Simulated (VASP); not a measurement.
Data:

```yaml
crystal:
  lattice:
    - [1.84946, -3.20336, 0.00000]
    - [1.84946, 3.20336, 0.00000]
    - [0.00000, 0.00000, 11.82299]
  atoms:
    - { symbol: La, position: [0.00000, 0.00000, 0.50000] }
    - { symbol: La, position: [0.00000, 0.00000, 0.00000] }
    - { symbol: La, position: [0.33333, 0.66667, 0.25000] }
    - { symbol: La, position: [0.66667, 0.33333, 0.75000] }
```

Level of theory: PBE GGA, VASP's PBE PAW potentials (set 64) (plane waves; VASP). Numerical set-up: 480 eV cut-off, 10×10×4 Γ-centred mesh, first-order Methfessel-Paxton smearing of 0.10 eV, potentials La.

**Question.** Give the stress tensor in GPa (positive for a compressed cell).

**Answer.** 
```
1.78  0.00  0.00
0.00  1.78  0.00
0.00  0.00  1.67
```
The pressure is its mean diagonal, 1.74 GPa.

The compound is La in the dhcp structure. This cell was strained or had an atom moved on purpose.
